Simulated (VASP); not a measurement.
Output of a VASP run:

File OUTCAR:
```
 ion  position               nearest neighbor table
   1  0.500  0.000  0.768-   3 2.26   4 2.26   3 2.26   4 2.26   2 3.59   2 3.59   2 3.59   2 3.59
  LATTYP: Found a simple tetragonal cell.
 ALAT       =     3.8681047331
 C/A-ratio  =     1.2939858511
 Subroutine PRICEL returns:
 Original cell was already a primitive cell.
 Subroutine GETGRP returns: Found 16 space group operations
The static configuration has the point symmetry D_2d.
 The point group associated with its full space group is D_4h.
The dynamic configuration has the point symmetry D_2d.
 Subroutine INISYM returns: Found 16 space group operations
 Subroutine IBZKPT returns following result:
 Found     30 irreducible k-points:

 Following reciprocal coordinates:
            Coordinates               Weight
  0.000000  0.000000  0.000000      1.000000
  0.142857  0.000000  0.000000      4.000000
  0.285714  0.000000  0.000000      4.000000
  0.428571  0.000000  0.000000      4.000000
  0.142857  0.142857  0.000000      4.000000
  0.285714  0.142857  0.000000      8.000000
  0.428571  0.142857  0.000000      8.000000
  0.285714  0.285714  0.000000      4.000000
  0.428571  0.285714  0.000000      8.000000
  0.428571  0.428571  0.000000      4.000000
  0.000000  0.000000  0.200000      2.000000
  0.142857  0.000000  0.200000      8.000000
  0.285714  0.000000  0.200000      8.000000
  0.428571  0.000000  0.200000      8.000000
  0.142857  0.142857  0.200000      8.000000
  0.285714  0.142857  0.200000     16.000000
  0.428571  0.142857  0.200000     16.000000
  0.285714  0.285714  0.200000      8.000000
  0.428571  0.285714  0.200000     16.000000
  0.428571  0.428571  0.200000      8.000000
  0.000000  0.000000  0.400000      2.000000
  0.142857  0.000000  0.400000      8.000000
  0.285714  0.000000  0.400000      8.000000
  0.428571  0.000000  0.400000      8.000000
  0.142857  0.142857  0.400000      8.000000
  0.285714  0.142857  0.400000     16.000000
  0.428571  0.142857  0.400000     16.000000
  0.285714  0.285714  0.400000      8.000000
  0.428571  0.285714  0.400000     16.000000
  0.428571  0.428571  0.400000      8.000000
   k-points           NKPTS =     30   k-points in BZ     NKDIM =     30   number of bands    NBANDS=     24
   number of dos      NEDOS =    601   number of ions     NIONS =      4
   total plane-waves  NPLWV =  36000
   dimension x,y,z NGX =    30 NGY =   30 NGZ =   40
   dimension x,y,z NGXF=    60 NGYF=   60 NGZF=   80
   ions per type =               2   2
   PREC   = accura    normal or accurate (medium, high low for compatibility)
   ISTART =      0    job   : 0-new  1-cont  2-samecut
   ICHARG =      2    charge: 1-file 2-atom 10-const
   ISPIN  =      1    spin polarized calculation?
   LNONCOLLINEAR =      F non collinear calculations
   LSORBIT =      F    spin-orbit coupling
   INIWAV =      1    electr: 0-lowe 1-rand  2-diag
   ENCUT  =  520.0 eV  38.22 Ry    6.18 a.u.   7.19  7.19  9.31*2*pi/ulx,y,z
   NELM   =    100;   NELMIN=  2; NELMDL= -5     # of ELM steps
   EDIFF  = 0.1E-06   stopping-criterion for ELM
   LREAL  =      F    real-space projection
   NLSPLINE    = F    spline interpolate recip. space projectors
   LMAXMIX     =    4 max onsite mixed and CHGCAR
   VOSKOWN=      0    Vosko Wilk Nusair interpolation
   EDIFFG = 0.1E-05   stopping-criterion for IOM
   NSW    =      0    number of steps for IOM
   NBLOCK =      1;   KBLOCK =      1    inner block; outer block
   IBRION =     -1    ionic relax: 0-MD 1-quasi-New 2-CG
   NFREE  =      0    steps in history (QN), initial steepest desc. (CG)
   ISIF   =      2    stress and relaxation
   ISYM   =      2    0-nonsym 1-usesym 2-fastsym
   TEIN   =    0.0    initial temperature
   TEBEG  =    0.0;   TEEND  =   0.0 temperature during run
   SMASS  =  -3.00    Nose mass-parameter (am)
   PSTRESS=    0.0 pullay stress
   NELECT =      40.0000    total number of electrons
   EFERMI =   0.00;   METHOD = LEGACY
...
```

### OSZICAR
```
       N       E                     dE             d eps       ncg     rms          rms(c)
DAV:   1     0.401453439588E+03    0.40145E+03   -0.20746E+04  1464   0.249E+03
DAV:   2     0.326748294679E+02   -0.36878E+03   -0.36278E+03  1560   0.574E+02
DAV:   3    -0.245169381027E+02   -0.57192E+02   -0.56913E+02  1728   0.195E+02
DAV:   4    -0.268271342915E+02   -0.23102E+01   -0.23082E+01  1640   0.440E+01
DAV:   5    -0.268930510199E+02   -0.65917E-01   -0.65904E-01  1936   0.752E+00    0.120E+01
DAV:   6    -0.229795986592E+02    0.39135E+01   -0.28029E+01  2416   0.546E+01    0.495E+00
DAV:   7    -0.229419211641E+02    0.37677E-01   -0.26060E+00  1704   0.102E+01    0.259E+00
DAV:   8    -0.229428356165E+02   -0.91445E-03   -0.65778E-01  2048   0.553E+00    0.108E+00
DAV:   9    -0.229179982160E+02    0.24837E-01   -0.19902E-01  2288   0.403E+00    0.275E-01
DAV:  10    -0.229208599257E+02   -0.28617E-02   -0.27040E-02  2088   0.142E+00    0.263E-01
DAV:  11    -0.229192587550E+02    0.16012E-02   -0.97653E-03  2280   0.871E-01    0.254E-02
DAV:  12    -0.229193633557E+02   -0.10460E-03   -0.95061E-04  1544   0.191E-01    0.430E-02
DAV:  13    -0.229193553948E+02    0.79609E-05   -0.82538E-05  2288   0.935E-02    0.688E-03
DAV:  14    -0.229193551382E+02    0.25663E-06   -0.59385E-06  1736   0.199E-02    0.506E-03
DAV:  15    -0.229193552326E+02   -0.94484E-07   -0.11918E-06  1816   0.800E-03    0.192E-03
DAV:  16    -0.229193553607E+02   -0.12808E-06   -0.29607E-07  1304   0.391E-03    0.949E-04
DAV:  17    -0.229193553664E+02   -0.56261E-08   -0.12143E-07   968   0.288E-03
   1 F= -.22919355E+02 E0= -.22919355E+02  d E =0.000000E+00
```

### OUTCAR
```
------------------------ aborting loop because EDIFF is reached ----------------------------------------
  FORCE on cell =-STRESS in cart. coord.  units (eV):
  Direction    XX          YY          ZZ          XY          YZ          ZX
  --------------------------------------------------------------------------------------
  Total       -0.0515623     -0.0515623      0.0163953      0.0000000      0.0000000      0.0000000
  in kB       -1.1031089     -1.1031089      0.3507558      0.0000000      0.0000000      0.0000000
  external PRESSURE =      -0.6184873 kB  Pullay stress =       0.0000000 kB
  volume of cell :       74.89
      direct lattice vectors                 reciprocal lattice vectors
     3.868104733  0.000000000  0.000000000     0.258524541  0.000000000  0.000000000
     0.000000000  3.868104733  0.000000000     0.000000000  0.258524541  0.000000000
     0.000000000  0.000000000  5.005272795     0.000000000  0.000000000  0.199789310
 POSITION                                       TOTAL-FORCE (eV/Angst)
 -----------------------------------------------------------------------------------
      1.93405      0.00000      3.84412         0.000000      0.000000      0.003301
      0.00000      1.93405      1.16116        -0.000000     -0.000000     -0.003301
      1.93405      1.93405      0.00000         0.000000      0.000000      0.000000
      0.00000      0.00000      0.00000         0.000000     -0.000000      0.000000
 -----------------------------------------------------------------------------------
    total drift:                                0.000000      0.000000     -0.000000
  FREE ENERGIE OF THE ION-ELECTRON SYSTEM (eV)
  ---------------------------------------------------
  free  energy   TOTEN  =       -22.9193553664 eV

  energy  without entropy=      -22.9193553664  energy(sigma->0) =      -22.91935537

 total charge

# of ion       s       p       d       tot
------------------------------------------
    1        1.267   0.757  10.061  12.085
    2        1.267   0.757  10.061  12.085
    3        1.573   3.419   0.000   4.992
    4        1.573   3.419   0.000   4.992
--------------------------------------------------
tot          5.680   8.352  20.123  34.155

 Electric field gradients after diagonalization (V/A^2)
 (convention: |V_zz| > |V_xx| > |V_yy|)
----------------------------------------------------------------------
 ion       V_xx      V_yy      V_zz     asymmetry (V_yy - V_xx)/ V_zz
----------------------------------------------------------------------
   1      79.079    79.079  -158.158       0.000
   2      79.079    79.079  -158.158       0.000
   3       0.212     0.212    -0.423       0.000
   4       0.212     0.212    -0.423       0.000
```
(Selected blocks of OUTCAR.)

**POSCAR**
```
SnO
1
    3.8681047331     0.0000000000     0.0000000000
    0.0000000000     3.8681047331     0.0000000000
    0.0000000000    -0.0000000000     5.0052727951
Sn O
2 2
Direct
  0.5000000000   0.0000000000   0.7680135449
  0.0000000000   0.5000000000   0.2319864551
  0.5000000000   0.5000000000   0.0000000000
  1.0000000000   1.0000000000   0.0000000000
```

### Question
Reconstruct the remaining input files.

### Answer
Several could match; the one computed here: the input of the run itself, PW91 GGA, plane waves, VASP's PBE PAW potentials (set 64).

### KPOINTS
```
Automatic mesh
0
G
 7 7 5
0 0 0
```

### INCAR
```
SYSTEM = SnO
PREC = Accurate
ENCUT = 520
EDIFF = 1E-7
NELM = 100
ALGO = Normal
LREAL = .FALSE.
LASPH = .TRUE.
ISMEAR = -5
GGA = 91
LMAXMIX = 4
LWAVE = .FALSE.
LCHARG = .TRUE.
LORBIT = 11
NEDOS = 601
ISIF = 2
LEFG = .TRUE.
```

POTCAR, in this order: Sn_d O (PBE.64 set). Program: vasp_std.

Without a dispersion term in the relaxation, distances and binding between the weakly bound layers, chains or molecules are unreliable, and so is what depends on them.

The compound is SnO in the litharge structure. It was relaxed first, which changed the volume by +7 %.
